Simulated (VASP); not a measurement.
Computed with vdW-DF2, VASP's PBE PAW potentials (set 64) (plane waves; VASP).

Input for VASP

### INCAR
```
SYSTEM  =  Na
PREC  =  Accurate; ENCUT  =  520; LREAL  =  .FALSE.
LASPH  =  .TRUE.
EDIFF  =  1E-6; NELM  =  100; ALGO  =  Normal
ISMEAR  =  1; SIGMA  =  0.1
GGA  =  ML; LUSE_VDW  =  .TRUE.; AGGAC  =  0.0
ZAB_VDW  =  -1.8867
IBRION  =  2; NSW  =  60; ISIF  =  3
EDIFFG  =  -0.01
LWAVE  =  .FALSE.; LCHARG  =  .FALSE.
```

File KPOINTS:
```
Regular mesh
0
Gamma
11 11 11
```

POSCAR:
```
Na
1.0
 -2.1300000000   2.1300000000   2.1300000000
  2.1300000000  -2.1300000000   2.1300000000
  2.1300000000   2.1300000000  -2.1300000000
Na
1
Cart
  0.0000000000   0.0000000000   0.0000000000
```

POTCAR, in this order: Na_pv (PBE.64 set). Program: vasp_std.

Output

**OUTCAR**
```
 ion  position               nearest neighbor table
   1  0.000  0.000  0.000-
  LATTYP: Found a body centered cubic cell.
 ALAT       =     4.2600000000
 Subroutine PRICEL returns:
 Original cell was already a primitive cell.
 Subroutine GETGRP returns: Found 48 space group operations
The static configuration has the point symmetry O_h .
The dynamic configuration has the point symmetry O_h .
 Subroutine INISYM returns: Found 48 space group operations
 Subroutine IBZKPT returns following result:
 Found     56 irreducible k-points:

 Following reciprocal coordinates:
            Coordinates               Weight
  0.000000  0.000000  0.000000      1.000000
  0.090909  0.000000  0.000000     12.000000
  0.181818  0.000000  0.000000     12.000000
  0.272727  0.000000  0.000000     12.000000
  0.363636  0.000000  0.000000     12.000000
  0.454545  0.000000  0.000000     12.000000
  0.090909  0.090909  0.000000     24.000000
  0.181818  0.090909  0.000000     48.000000
  0.272727  0.090909  0.000000     48.000000
  0.363636  0.090909  0.000000     48.000000
  0.454545  0.090909 -0.000000     24.000000
  0.181818  0.181818  0.000000     24.000000
  0.272727  0.181818  0.000000     48.000000
  0.363636  0.181818  0.000000     48.000000
  0.272727  0.272727  0.000000     24.000000
  0.363636  0.272727  0.000000     24.000000
  0.090909  0.090909  0.090909      8.000000
  0.181818  0.090909  0.090909     24.000000
  0.272727  0.090909  0.090909     24.000000
  0.363636  0.090909  0.090909     24.000000
 -0.090909  0.090909  0.090909      6.000000
  0.181818  0.181818  0.090909     24.000000
  0.272727  0.181818  0.090909     48.000000
  0.363636  0.181818  0.090909     24.000000
 -0.181818  0.181818  0.090909     24.000000
...
```

File OSZICAR:
```
       N       E                     dE             d eps       ncg     rms          rms(c)
DAV:   1     0.227599514693E+02    0.22760E+02   -0.39041E+03   784   0.816E+02
DAV:   2     0.119283128813E+01   -0.21567E+02   -0.21561E+02   812   0.139E+02
DAV:   3     0.781849748899E+00   -0.41098E+00   -0.41098E+00  1057   0.276E+01
DAV:   4     0.778498691944E+00   -0.33511E-02   -0.33511E-02  1001   0.215E+00
DAV:   5     0.778455814865E+00   -0.42877E-04   -0.42877E-04   980   0.203E-01    0.132E-01
DAV:   6     0.778117901379E+00   -0.33791E-03   -0.89164E-04   861   0.282E-01    0.877E-02
DAV:   7     0.777530203426E+00   -0.58770E-03   -0.25830E-03   805   0.409E-01    0.162E-02
DAV:   8     0.777448751252E+00   -0.81452E-04   -0.16123E-04   945   0.156E-01    0.479E-03
DAV:   9     0.777440059645E+00   -0.86916E-05   -0.12090E-05   861   0.368E-02    0.256E-03
DAV:  10     0.777437897047E+00   -0.21626E-05   -0.70860E-06   812   0.298E-02    0.360E-04
DAV:  11     0.777437823056E+00   -0.73990E-07   -0.41263E-07   805   0.557E-03
   1 F= 0.77743782E+00 E0= 0.77755194E+00  d E =0.777438E+00
       N       E                     dE             d eps       ncg     rms          rms(c)
DAV:   1     0.755998304195E+00   -0.21440E-01   -0.56349E-01   784   0.167E+01    0.924E-01
DAV:   2     0.770410005853E+00    0.14412E-01   -0.19563E-02   798   0.306E+00    0.455E-01
DAV:   3     0.774427971197E+00    0.40180E-02   -0.74607E-03   805   0.182E+00    0.540E-02
DAV:   4     0.774719374422E+00    0.29140E-03   -0.27041E-04   798   0.387E-01    0.359E-03
DAV:   5     0.774721289519E+00    0.19151E-05   -0.57707E-06   868   0.527E-02    0.161E-03
DAV:   6     0.774720809763E+00   -0.47976E-06   -0.14275E-06   805   0.165E-02
   2 F= 0.77472081E+00 E0= 0.77483890E+00  d E =-.271701E-02
       N       E                     dE             d eps       ncg     rms          rms(c)
DAV:   1     0.595627194092E+00   -0.17909E+00   -0.50503E+00   784   0.486E+01    0.285E+00
DAV:   2     0.731354069246E+00    0.13573E+00   -0.19479E-01   798   0.977E+00    0.139E+00
DAV:   3     0.768145499204E+00    0.36791E-01   -0.66073E-02   798   0.548E+00    0.184E-01
DAV:   4     0.770937082570E+00    0.27916E-02   -0.20609E-03   791   0.108E+00    0.107E-02
DAV:   5     0.770971316844E+00    0.34234E-04   -0.13464E-04   945   0.264E-01    0.584E-03
DAV:   6     0.770968678043E+00   -0.26388E-05   -0.12655E-05   784   0.414E-02    0.719E-04
DAV:   7     0.770968910109E+00    0.23207E-06   -0.19613E-07   441   0.881E-03
   3 F= 0.77096891E+00 E0= 0.77109739E+00  d E =-.646891E-02
       N       E                     dE             d eps       ncg     rms          rms(c)
DAV:   1     0.768169956457E+00   -0.27987E-02   -0.86139E-02   784   0.663E+00    0.359E-01
DAV:   2     0.770339710134E+00    0.21698E-02   -0.28991E-03   784   0.119E+00    0.177E-01
DAV:   3     0.770957329931E+00    0.61762E-03   -0.11374E-03   798   0.716E-01    0.204E-02
DAV:   4     0.770998389895E+00    0.41060E-04   -0.43049E-05   784   0.155E-01    0.140E-03
DAV:   5     0.770998474833E+00    0.84938E-07   -0.49796E-07   413   0.161E-02
   4 F= 0.77099847E+00 E0= 0.77112812E+00  d E =-.643935E-02
       N       E                     dE             d eps       ncg     rms          rms(c)
DAV:   1     0.770038825467E+00   -0.95956E-03   -0.28585E-02   784   0.385E+00    0.205E-01
DAV:   2     0.770737552495E+00    0.69873E-03   -0.93299E-04   784   0.674E-01    0.101E-01
DAV:   3     0.770947941716E+00    0.21039E-03   -0.37885E-04   798   0.412E-01    0.113E-02
DAV:   4     0.770966751116E+00    0.18809E-04   -0.15101E-05   784   0.920E-02    0.856E-04
DAV:   5     0.770966982724E+00    0.23161E-06   -0.10955E-07   413   0.723E-03
   5 F= 0.77096698E+00 E0= 0.77109596E+00  d E =-.647084E-02
```

### OUTCAR
```
------------------------ aborting loop because EDIFF is reached ----------------------------------------
  FORCE on cell =-STRESS in cart. coord.  units (eV):
  Direction    XX          YY          ZZ          XY          YZ          ZX
  --------------------------------------------------------------------------------------
  Total       -0.0025461     -0.0025461     -0.0025461      0.0000000      0.0000000      0.0000000
  in kB       -0.1153526     -0.1153526     -0.1153526      0.0000000      0.0000000      0.0000000
  external PRESSURE =      -0.1153526 kB  Pullay stress =       0.0000000 kB
  volume of cell :       35.36
      direct lattice vectors                 reciprocal lattice vectors
    -2.067747570  2.067747570  2.067747570     0.000000000  0.241809013  0.241809013
     2.067747570 -2.067747570  2.067747570     0.241809013  0.000000000  0.241809013
     2.067747570  2.067747570 -2.067747570     0.241809013  0.241809013  0.000000000
 POSITION                                       TOTAL-FORCE (eV/Angst)
 -----------------------------------------------------------------------------------
     -0.00000      0.00000      0.00000        -0.000000      0.000000     -0.000000
 -----------------------------------------------------------------------------------
    total drift:                                0.000000      0.000000      0.000000
  FREE ENERGIE OF THE ION-ELECTRON SYSTEM (eV)
  ---------------------------------------------------
  free  energy   TOTEN  =         0.7709669827 eV

  energy  without entropy=        0.7713539137  energy(sigma->0) =        0.77109596

 reached required accuracy - stopping structural energy minimisation
```
(Selected blocks of OUTCAR.)

CONTCAR:
```
Na
   1.00000000000000
    -2.0677475702175849    2.0677475702175849    2.0677475702175849
     2.0677475702175849   -2.0677475702175849    2.0677475702175849
     2.0677475702175849    2.0677475702175849   -2.0677475702175849
  Na
     1
Direct
     0.0000000000000000    0.0000000000000000    0.0000000000000000
```

Energy and stress use the plane-wave basis of the starting cell.

The compound is Na in the bcc structure. This run relaxes it. Symmetry was kept, so distortions that lower it aren't found.
